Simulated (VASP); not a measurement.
All values below come from PBE GGA with spin-orbit coupling, VASP's PBE PAW potentials (set 64) (plane waves; VASP 6.6.1).

The input files of a VASP run:

POSCAR:
```
Y3Mo
1
    0.0000000000     4.1304120000     4.1304120000
    4.1304120000     0.0000000000     4.1304120000
    4.1304120000     4.1304120000     0.0000000000
Mo Y
1 3
Direct
  0.0000000000   0.0000000000   0.0000000000
  0.5000000000   0.5000000000   0.5000000000
  0.2500000000   0.2500000000   0.2500000000
  0.7500000000   0.7500000000   0.7500000000
```

**INCAR**
```
ALGO = Normal
EDIFF = 1E-6
ENCUT = 300
GGA = PE
GGA_COMPAT = .FALSE.
ISIF = 2
ISMEAR = -1
LASPH = .TRUE.
LCHARG = .FALSE.
LMAXMIX = 4
LNONCOLLINEAR = .TRUE.
LORBIT = 11
LREAL = .FALSE.
LSORBIT = .TRUE.
LWAVE = .FALSE.
MAGMOM = 0.0 0.0 0.0 0.0 0.0 0.0 0.0 0.0 0.0 0.0 0.0 0.0
NELM = 100
PREC = Accurate
SIGMA = 0.1
SYSTEM = Y3Mo
```

**KPOINTS**
```
Automatic mesh
0
Gamma
5 5 5
0 0 0
```

POTCAR, in this order: Mo_sv Y_sv (PBE.64 set). Program: vasp_ncl.

Output

**OSZICAR**
```
       N       E                     dE             d eps       ncg     rms          rms(c)
DAV:   1     0.262459434139E+03    0.26246E+03   -0.18526E+04  1216   0.108E+03
DAV:   2    -0.253209729907E+01   -0.26499E+03   -0.25771E+03  1240   0.344E+02
DAV:   3    -0.261650983862E+02   -0.23633E+02   -0.22605E+02  1688   0.620E+01
DAV:   4    -0.287770169444E+02   -0.26119E+01   -0.25589E+01  1752   0.190E+01
DAV:   5    -0.289438438910E+02   -0.16683E+00   -0.16615E+00  1520   0.391E+00    0.362E+01
DAV:   6    -0.277439638165E+02    0.11999E+01   -0.35129E+00  1456   0.743E+00    0.277E+01
DAV:   7    -0.306242266560E+02   -0.28803E+01   -0.25558E+01  1376   0.120E+01    0.145E+01
DAV:   8    -0.272051817636E+02    0.34190E+01   -0.23191E+01  1376   0.111E+01    0.939E+00
DAV:   9    -0.273144989141E+02   -0.10932E+00   -0.23661E+00  1544   0.329E+00    0.244E+00
DAV:  10    -0.273016731085E+02    0.12826E-01   -0.10610E-01  1536   0.122E+00    0.133E+00
DAV:  11    -0.273003623983E+02    0.13107E-02   -0.34445E-02  1432   0.931E-01    0.577E-01
DAV:  12    -0.273002282132E+02    0.13419E-03   -0.63336E-03  1456   0.316E-01    0.272E-01
DAV:  13    -0.273001348744E+02    0.93339E-04   -0.98929E-04  1432   0.152E-01    0.806E-02
DAV:  14    -0.273001509093E+02   -0.16035E-04   -0.23808E-04  1456   0.660E-02    0.499E-02
DAV:  15    -0.273001462738E+02    0.46355E-05   -0.21349E-05  1408   0.227E-02    0.233E-02
DAV:  16    -0.273001421262E+02    0.41476E-05   -0.15444E-05  1432   0.187E-02    0.922E-03
DAV:  17    -0.273001412347E+02    0.89148E-06   -0.25822E-06  1128   0.775E-03
   1 F= -.27300141E+02 E0= -.27140813E+02  d E =-.318657E+00  mag=     0.0000     0.0000    -0.0000
```

OUTCAR:
```
------------------------ aborting loop because EDIFF is reached ----------------------------------------
  FORCE on cell =-STRESS in cart. coord.  units (eV):
  Direction    XX          YY          ZZ          XY          YZ          ZX
  --------------------------------------------------------------------------------------
  Total       -9.7310751     -9.7310751     -9.7310751      0.0000000     -0.0000000      0.0000000
  in kB     -110.6270396   -110.6270396   -110.6270396      0.0000000     -0.0000000      0.0000000
  external PRESSURE =    -110.6270396 kB  Pullay stress =       0.0000000 kB
  volume of cell :      140.93
      direct lattice vectors                 reciprocal lattice vectors
     0.000000000  4.130412000  4.130412000    -0.121053299  0.121053299  0.121053299
     4.130412000  0.000000000  4.130412000     0.121053299 -0.121053299  0.121053299
     4.130412000  4.130412000  0.000000000     0.121053299  0.121053299 -0.121053299
 POSITION                                       TOTAL-FORCE (eV/Angst)
 -----------------------------------------------------------------------------------
      0.00000      0.00000      0.00000        -0.000000     -0.000000     -0.000000
      4.13041      4.13041      4.13041        -0.000000     -0.000000     -0.000000
      2.06521      2.06521      2.06521        -0.000000      0.000000     -0.000000
      6.19562      6.19562      6.19562         0.000000      0.000000      0.000000
 -----------------------------------------------------------------------------------
    total drift:                                0.000000      0.000000      0.000000
  FREE ENERGIE OF THE ION-ELECTRON SYSTEM (eV)
  ---------------------------------------------------
  free  energy   TOTEN  =       -27.3001412347 eV

  energy  without entropy=      -26.9814838414  energy(sigma->0) =      -27.14081254

 total charge

# of ion       s       p       d       f       tot
--------------------------------------------------
    1        2.262   6.015   3.706   0.000  11.983
    2        2.259   6.183   0.808   0.006   9.256
    3        2.238   6.195   0.785   0.007   9.225
    4        2.238   6.195   0.785   0.007   9.225
--------------------------------------------------
tot          8.997  24.588   6.083   0.021  39.690

 magnetization (x)

# of ion       s       p       d       f       tot
--------------------------------------------------
    1       -0.000   0.000  -0.000   0.000  -0.000
    2        0.000  -0.000   0.000   0.000   0.000
    3        0.000  -0.000   0.000   0.000  -0.000
    4        0.000  -0.000   0.000  -0.000  -0.000
--------------------------------------------------
tot          0.000  -0.000  -0.000   0.000  -0.000

 magnetization (y)

# of ion       s       p       d       f       tot
--------------------------------------------------
    1        0.000   0.000  -0.000   0.000   0.000
    2        0.000   0.000   0.000   0.000   0.000
    3        0.000   0.000   0.000   0.000   0.000
    4        0.000   0.000   0.000  -0.000  -0.000
--------------------------------------------------
tot          0.000   0.000   0.000  -0.000  -0.000

 magnetization (z)

# of ion       s       p       d       f       tot
--------------------------------------------------
    1        0.000  -0.000   0.000   0.000   0.000
    2        0.000   0.000  -0.000   0.000   0.000
    3        0.000   0.000   0.000  -0.000   0.000
    4        0.000   0.000   0.000  -0.000   0.000
--------------------------------------------------
tot          0.000   0.000   0.000  -0.000   0.000

 Ion:    1  E_soc:     -0.2297997

 Ion:    2  E_soc:     -0.0987041

 Ion:    3  E_soc:     -0.0969359

 Ion:    4  E_soc:     -0.0969359
```
(Selected blocks of OUTCAR.)

At this cut-off the stress carries a Pulay error, which pulls relaxed volumes low.

The structure was generated: Y3Mo was put into an ordered model structure, which need not be its known phase. The cell was not relaxed at this level. The run is one of a series of settings (GGA_COMPAT = .FALSE., LNONCOLLINEAR = .TRUE., LSORBIT = .TRUE., MAGMOM = 0.0 0.0 0.0 0.0 0.0 0.0 0.0 0.0 0.0 0.0 0.0 0.0, program vasp_ncl against the base run), some of them coarse on purpose.
